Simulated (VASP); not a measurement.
Input:

```xyz
2
Lattice="0.0000 2.5700 2.5700 2.5700 0.0000 2.5700 2.5700 2.5700 0.0000" Properties=species:S:1:pos:R:3 pbc="T T T"
Li     0.0000     0.0000     0.0000
Cl     2.5700     2.5700     2.5700
```

The numbers are results of PBE GGA, VASP's PBE PAW potentials (set 64) (plane waves; VASP 6.6.1), not measurements. Settings: 520 eV cut-off, 7×7×7 Γ-centred mesh, Gaussian smearing of 0.050 eV, potentials Li_sv Cl.

**Question.** Estimate the energy per atom (σ→0), band gap (on the k-mesh) with the smallest direct gap where there is one.

**Answer.** 
* **band gap (on the k-mesh)**: 6.30 eV
* **smallest direct gap (on the k-mesh)**: 6.30 eV
* **energy per atom (σ→0)**: -3.693 eV/atom

Total energies compare only between runs with the same potentials, cut-off and functional.

The compound is LiCl in the rock salt structure. The cell was not relaxed at this level.
